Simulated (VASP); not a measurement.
These are PBE GGA, VASP's PBE PAW potentials (set 64) (plane waves; VASP) values and carry that method's errors.

VASP ran on this input.

**POSCAR**
```
La
1
    1.8877934990    -3.2697544831     0.0000000000
    1.8877934990     3.2697544831     0.0000000000
    0.0000000000     0.0000000000    12.0933177804
La
4
Direct
  0.0000000000   0.0000000000   0.5000000000
  0.0000000000   0.0000000000   0.0000000000
  0.3333330000   0.6666670000   0.2500000000
  0.6666670000   0.3333330000   0.7500000000
```

**KPOINTS**
```
Automatic mesh
0
Gamma
9 9 3
0 0 0
```

INCAR:
```
SYSTEM = La
PREC = Accurate
ENCUT = 400
EDIFF = 1E-6
NELM = 100
ALGO = Normal
LREAL = .FALSE.
LASPH = .TRUE.
ISMEAR = 1
SIGMA = 0.1
GGA = PE
LMAXMIX = 6
LWAVE = .FALSE.
LCHARG = .FALSE.
IBRION = 2
ISIF = 3
NSW = 60
EDIFFG = -0.02
```

POTCAR, in this order: La (PBE.64 set). Program: vasp_std.

What will the output report for the number of irreducible k-points (NKPTS), largest plane-wave count, number of space-group operations, FFT grid (NGX, NGY, NGZ)?

```json
{
 "number of irreducible k-points (NKPTS)": "24",
 "largest_plane_wave_count": "2739",
 "number_of_space_group_operations": "24",
 "FFT grid (NGX, NGY, NGZ)": "28 × 28 × 80"
}
```

The compound is La in the dhcp structure. This run relaxes it. Symmetry was kept, so distortions that lower it aren't found. The start is the result of an earlier pass.
